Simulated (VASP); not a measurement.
Here is the system:

```yaml
crystal:
  lattice:
    - [2.80507, 0.00000, 0.00000]
    - [0.00000, 2.80507, 0.00000]
    - [0.00000, 0.00000, 3.51205]
  atoms:
    - { symbol: Cu, position: [0.00000, 0.00000, 0.00000] }
    - { symbol: Au, position: [0.50000, 0.50000, 0.50000] }
```

Calculation: LDA (Ceperley-Alder, Perdew-Zunger), VASP's LDA PAW potentials (set 64) (plane waves; VASP). Numerical set-up: 520 eV cut-off, 14×14×12 Γ-centred mesh, tetrahedra with Blöchl corrections, potentials Cu Au.

Unless said otherwise, spin-orbit coupling is left out, though it shifts the bands of the heavy elements here.

Task: Predict the energy per atom (σ→0), band gap (on the k-mesh) with the smallest direct gap where there is one.

Result: 
- band gap (on the k-mesh): none (metal, semimetal or under 0.01 eV)
- energy per atom (σ→0): -4.634 eV/atom

The compound is CuAu in the L1_0 structure. It was relaxed first.
